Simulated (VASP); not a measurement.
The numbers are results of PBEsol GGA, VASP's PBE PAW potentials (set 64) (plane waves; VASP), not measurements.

Input for VASP

**KPOINTS**
```
Automatic mesh
0
Gamma
5 5 4
0 0 0
```

INCAR:
```
SYSTEM=InSe
GGA=PS   # PBEsol
ALGO=Normal
EDIFFG=-0.01   # ionic stop
ISIF=3   # ions, shape and volume
ENCUT=300   # plane-wave cut-off (eV)
EDIFF=1E-6
NSW=50   # most ionic steps
ISMEAR=0   # Gaussian
LCHARG=F
LASPH=T   # aspherical one-centre terms
SIGMA=0.01   # width (eV)
PREC=Accurate
IBRION=2   # conjugate gradients
LREAL=F   # projection in real space or not
LMAXMIX=4
LWAVE=F
NELM=100   # most electronic steps
```

**POSCAR**
```
InSe
1
    5.8263950000    -2.0546500000     0.0000000000
    5.8263950000     2.0546500000     0.0000000000
   -1.7232320000     0.0000000000     4.7713520000
In Se
2 2
Direct
  0.1118000000   0.1118000000   0.9531600000
  0.8882000000   0.8882000000   0.0468400000
  0.3390700000   0.3390700000   0.3310400000
  0.6609300000   0.6609300000   0.6689600000
```

POTCAR, in this order: In_d Se (PBE.64 set). Program: vasp_std.

Output

### OUTCAR
```
 ion  position               nearest neighbor table
   1  0.112  0.112  0.953-   4 2.68   4 2.68   3 2.69   2 2.80   2 3.71   2 3.71
   2  0.888  0.888  0.047-   3 2.68   3 2.68   4 2.69   1 2.80   1 3.71   1 3.71
   3  0.339  0.339  0.331-   2 2.68   2 2.68   1 2.69
   4  0.661  0.661  0.669-   1 2.68   1 2.68   2 2.69
  LATTYP: Found a base centered monoclinic cell.
 ALAT       =    11.6527900000
 B/A-ratio  =     0.3526451605
 C/A-ratio  =     0.4353463801
 COS(beta)  =    -0.3396869740
 Subroutine PRICEL returns:
 Original cell was already a primitive cell.
 Subroutine GETGRP returns: Found  4 space group operations
The static configuration has the point symmetry C_2h.
The dynamic configuration has the point symmetry C_2h.
 Subroutine INISYM returns: Found  4 space group operations
 Subroutine IBZKPT returns following result:
 Found     33 irreducible k-points:

 Following reciprocal coordinates:
            Coordinates               Weight
  0.000000  0.000000  0.000000      1.000000
  0.200000 -0.000000  0.000000      4.000000
  0.400000 -0.000000  0.000000      4.000000
  0.200000  0.200000  0.000000      2.000000
  0.400000  0.200000  0.000000      4.000000
 -0.400000  0.200000  0.000000      4.000000
 -0.200000  0.200000  0.000000      2.000000
  0.400000  0.400000  0.000000      2.000000
 -0.400000  0.400000  0.000000      2.000000
  0.000000  0.000000  0.250000      2.000000
  0.200000 -0.000000  0.250000      4.000000
  0.400000 -0.000000  0.250000      4.000000
 -0.400000  0.000000  0.250000      4.000000
 -0.200000  0.000000  0.250000      4.000000
  0.200000  0.200000  0.250000      2.000000
  0.400000  0.200000  0.250000      4.000000
 -0.400000  0.200000  0.250000      4.000000
 -0.200000  0.200000  0.250000      4.000000
  0.400000  0.400000  0.250000      2.000000
...
```

File OSZICAR:
```
...
       N       E                     dE             d eps       ncg     rms          rms(c)
DAV:   1    -0.155579395818E+02    0.95259E-02   -0.60077E+00  1756   0.145E+01    0.107E+00
DAV:   2    -0.155732894214E+02   -0.15350E-01   -0.25105E-01  2375   0.506E+00    0.495E-01
DAV:   3    -0.155701582403E+02    0.31312E-02   -0.56752E-03  2114   0.102E+00    0.310E-01
DAV:   4    -0.155687579301E+02    0.14003E-02   -0.24406E-03  2222   0.835E-01    0.107E-01
DAV:   5    -0.155687674165E+02   -0.94864E-05   -0.72907E-04  2083   0.259E-01    0.641E-02
DAV:   6    -0.155687715846E+02   -0.41681E-05   -0.32221E-05  2021   0.562E-02    0.386E-02
DAV:   7    -0.155687708780E+02    0.70662E-06   -0.45292E-06  1606   0.428E-02
  22 F= -.15568771E+02 E0= -.15568771E+02  d E =-.210292E-02
       N       E                     dE             d eps       ncg     rms          rms(c)
DAV:   1    -0.155732946257E+02   -0.45230E-02   -0.50045E-01  2235   0.577E+00    0.414E-01
DAV:   2    -0.155704433101E+02    0.28513E-02   -0.12838E-02  2221   0.169E+00    0.186E-01
DAV:   3    -0.155695202695E+02    0.92304E-03   -0.21680E-03  2138   0.739E-01    0.753E-02
DAV:   4    -0.155694716944E+02    0.48575E-04   -0.32788E-04  2365   0.166E-01    0.454E-02
DAV:   5    -0.155694675665E+02    0.41280E-05   -0.21223E-05  2433   0.561E-02    0.162E-02
DAV:   6    -0.155694682305E+02   -0.66402E-06   -0.33830E-06  1554   0.178E-02
  23 F= -.15569468E+02 E0= -.15569468E+02  d E =-.697352E-03
       N       E                     dE             d eps       ncg     rms          rms(c)
DAV:   1    -0.155713438077E+02   -0.18762E-02   -0.22063E-01  2250   0.385E+00    0.275E-01
DAV:   2    -0.155700779144E+02    0.12659E-02   -0.56167E-03  2183   0.113E+00    0.124E-01
DAV:   3    -0.155696703510E+02    0.40756E-03   -0.98624E-04  2152   0.497E-01    0.499E-02
DAV:   4    -0.155696512352E+02    0.19116E-04   -0.14596E-04  2329   0.112E-01    0.296E-02
DAV:   5    -0.155696499339E+02    0.13013E-05   -0.94409E-06  2410   0.380E-02    0.108E-02
DAV:   6    -0.155696503014E+02   -0.36747E-06   -0.12538E-06   992   0.121E-02
  24 F= -.15569650E+02 E0= -.15569650E+02  d E =-.879423E-03
       N       E                     dE             d eps       ncg     rms          rms(c)
DAV:   1    -0.155698409368E+02   -0.19100E-03   -0.23242E-02  2250   0.126E+00    0.888E-02
DAV:   2    -0.155697063656E+02    0.13457E-03   -0.58855E-04  2159   0.365E-01    0.399E-02
DAV:   3    -0.155696637407E+02    0.42625E-04   -0.10717E-04  2152   0.164E-01    0.162E-02
DAV:   4    -0.155696626335E+02    0.11072E-05   -0.15505E-05  2253   0.368E-02    0.947E-03
DAV:   5    -0.155696628405E+02   -0.20704E-06   -0.64195E-07   962   0.127E-02
  25 F= -.15569663E+02 E0= -.15569663E+02  d E =-.891963E-03
       N       E                     dE             d eps       ncg     rms          rms(c)
DAV:   1    -0.155702161799E+02   -0.55355E-03   -0.31709E-01  1616   0.362E+00    0.275E-01
DAV:   2    -0.155704335951E+02   -0.21742E-03   -0.13652E-02  2389   0.129E+00    0.140E-01
DAV:   3    -0.155700739269E+02    0.35967E-03   -0.48558E-04  2325   0.228E-01    0.746E-02
DAV:   4    -0.155699622156E+02    0.11171E-03   -0.16568E-04  2480   0.187E-01    0.250E-02
DAV:   5    -0.155699626410E+02   -0.42540E-06   -0.39901E-05  2151   0.562E-02    0.150E-02
DAV:   6    -0.155699625458E+02    0.95175E-07   -0.12798E-06  1112   0.137E-02
  26 F= -.15569963E+02 E0= -.15569963E+02  d E =-.299705E-03
       N       E                     dE             d eps       ncg     rms          rms(c)
DAV:   1    -0.155702927270E+02   -0.33009E-03   -0.36425E-01  1630   0.388E+00    0.294E-01
DAV:   2    -0.155705463626E+02   -0.25364E-03   -0.15708E-02  2382   0.139E+00    0.150E-01
DAV:   3    -0.155701336522E+02    0.41271E-03   -0.55740E-04  2332   0.243E-01    0.799E-02
DAV:   4    -0.155700052113E+02    0.12844E-03   -0.19049E-04  2480   0.201E-01    0.268E-02
DAV:   5    -0.155700057739E+02   -0.56265E-06   -0.45985E-05  2144   0.602E-02    0.161E-02
DAV:   6    -0.155700056847E+02    0.89290E-07   -0.15433E-06  1194   0.148E-02
  27 F= -.15570006E+02 E0= -.15570006E+02  d E =-.342844E-03
       N       E                     dE             d eps       ncg     rms          rms(c)
DAV:   1    -0.155700478236E+02   -0.42050E-04   -0.37559E-02  1630   0.124E+00    0.962E-02
DAV:   2    -0.155700778753E+02   -0.30052E-04   -0.16721E-03  2382   0.455E-01    0.497E-02
DAV:   3    -0.155700361693E+02    0.41706E-04   -0.56103E-05  2326   0.768E-02    0.266E-02
DAV:   4    -0.155700227923E+02    0.13377E-04   -0.19696E-05  2448   0.658E-02    0.799E-03
DAV:   5    -0.155700231417E+02   -0.34943E-06   -0.49417E-06  1555   0.196E-02
  28 F= -.15570023E+02 E0= -.15570023E+02  d E =-.360301E-03
       N       E                     dE             d eps       ncg     rms          rms(c)
DAV:   1    -0.155698751600E+02    0.14763E-03   -0.15101E-01  1553   0.243E+00    0.164E-01
DAV:   2    -0.155703235400E+02   -0.44838E-03   -0.68359E-03  2409   0.746E-01    0.739E-02
DAV:   3    -0.155702509016E+02    0.72638E-04   -0.14585E-04  2151   0.158E-01    0.489E-02
DAV:   4    -0.155702176710E+02    0.33231E-04   -0.56112E-05  2206   0.136E-01    0.157E-02
DAV:   5    -0.155702180805E+02   -0.40953E-06   -0.18584E-05  2299   0.393E-02    0.934E-03
DAV:   6    -0.155702182566E+02   -0.17612E-06   -0.70611E-07   885   0.102E-02
  29 F= -.15570218E+02 E0= -.15570218E+02  d E =-.195115E-03
       N       E                     dE             d eps       ncg     rms          rms(c)
DAV:   1    -0.155701422960E+02    0.75785E-04   -0.44500E-02  1553   0.132E+00    0.886E-02
DAV:   2    -0.155702751683E+02   -0.13287E-03   -0.20119E-03  2402   0.403E-01    0.396E-02
DAV:   3    -0.155702539151E+02    0.21253E-04   -0.42377E-05  2135   0.849E-02    0.265E-02
DAV:   4    -0.155702442217E+02    0.96934E-05   -0.16466E-05  2213   0.734E-02    0.855E-03
DAV:   5    -0.155702444695E+02   -0.24773E-06   -0.52740E-06  1615   0.212E-02
  30 F= -.15570244E+02 E0= -.15570244E+02  d E =-.221328E-03
       N       E                     dE             d eps       ncg     rms          rms(c)
DAV:   1    -0.155712218005E+02   -0.97758E-03   -0.67063E-02  2277   0.300E+00    0.216E-01
DAV:   2    -0.155704604549E+02    0.76135E-03   -0.29582E-03  2229   0.881E-01    0.720E-02
DAV:   3    -0.155703241550E+02    0.13630E-03   -0.47562E-04  2011   0.358E-01    0.344E-02
DAV:   4    -0.155703239630E+02    0.19201E-06   -0.41062E-05  1972   0.491E-02    0.207E-02
DAV:   5    -0.155703246386E+02   -0.67566E-06   -0.27229E-06  1535   0.292E-02
  31 F= -.15570325E+02 E0= -.15570325E+02  d E =-.801692E-04
       N       E                     dE             d eps       ncg     rms          rms(c)
DAV:   1    -0.155703385547E+02   -0.14592E-04   -0.10177E-03  2277   0.370E-01    0.257E-02
DAV:   2    -0.155703264007E+02    0.12154E-04   -0.43867E-05  2207   0.108E-01    0.861E-03
DAV:   3    -0.155703244779E+02    0.19227E-05   -0.69392E-06  1350   0.439E-02    0.476E-03
DAV:   4    -0.155703248267E+02   -0.34872E-06   -0.81500E-07   766   0.754E-03
  32 F= -.15570325E+02 E0= -.15570325E+02  d E =-.803572E-04
       N       E                     dE             d eps       ncg     rms          rms(c)
DAV:   1    -0.155703336077E+02   -0.91298E-05   -0.32693E-02  1734   0.122E+00    0.724E-02
DAV:   2    -0.155703913329E+02   -0.57725E-04   -0.11872E-03  2297   0.314E-01    0.271E-02
DAV:   3    -0.155703811239E+02    0.10209E-04   -0.56415E-05  2252   0.866E-02    0.186E-02
DAV:   4    -0.155703775491E+02    0.35748E-05   -0.58087E-06  2001   0.314E-02    0.715E-03
DAV:   5    -0.155703767571E+02    0.79204E-06   -0.77437E-07   927   0.147E-02
  33 F= -.15570377E+02 E0= -.15570377E+02  d E =-.519304E-04
```

File OUTCAR:
```
------------------------ aborting loop because EDIFF is reached ----------------------------------------
  FORCE on cell =-STRESS in cart. coord.  units (eV):
  Direction    XX          YY          ZZ          XY          YZ          ZX
  --------------------------------------------------------------------------------------
  Total        0.0132498      0.0141497      0.0207991      0.0000000      0.0000000     -0.0005513
  in kB        0.2084960      0.2226562      0.3272902      0.0000000      0.0000000     -0.0086757
  external PRESSURE =       0.2528141 kB  Pullay stress =       0.0000000 kB
  volume of cell :      101.82
      direct lattice vectors                 reciprocal lattice vectors
     5.881660707 -2.058345740  0.099836612     0.084439500 -0.242913516  0.033610018
     5.881660707  2.058345740  0.099836612     0.084439500  0.242913516  0.033610018
    -1.662542672  0.000000000  4.176858031    -0.004036600  0.000000000  0.237807695
 POSITION                                       TOTAL-FORCE (eV/Angst)
 -----------------------------------------------------------------------------------
     -0.27310      0.00000      4.09393        -0.001342      0.000000      0.004799
     10.37388      0.00000      0.28260         0.001342      0.000000     -0.004799
      3.46348      0.00000      1.59869        -0.000390      0.000000      0.002850
      6.63730      0.00000      2.77784         0.000390      0.000000     -0.002850
 -----------------------------------------------------------------------------------
    total drift:                                0.000000      0.000000      0.000000
  FREE ENERGIE OF THE ION-ELECTRON SYSTEM (eV)
  ---------------------------------------------------
  free  energy   TOTEN  =       -15.5703767571 eV

  energy  without entropy=      -15.5703767571  energy(sigma->0) =      -15.57037676

 reached required accuracy - stopping structural energy minimisation
```
(Selected blocks of OUTCAR.)

### CONTCAR
```
InSe
   1.00000000000000
     5.8816607066941797   -2.0583457403808376    0.0998366117325172
     5.8816607066941797    2.0583457403808376    0.0998366117325172
    -1.6625426716100591    0.0000000000000000    4.1768580312289876
  In              Se
     2     2
Direct
     0.1145363732166060    0.1145363732166060    0.9746704872877157
     0.8854636267833941    0.8854636267833941    0.0253295127122846
     0.3461865187705066    0.3461865187705066    0.3662000995008771
     0.6538134812294937    0.6538134812294937    0.6337999004991236
```

At this cut-off the stress carries a Pulay error, which pulls relaxed volumes low. Energy and stress use the plane-wave basis of the starting cell.

The structure comes from a computed database's InSe entry; how it stands against other phases isn't given here. This run relaxes it. Symmetry was kept, so distortions that lower it aren't found. The run is one of a series of settings (EDIFFG = -0.01, IBRION = 2, ISIF = 3, NSW = 50 against the base run), some of them coarse on purpose.
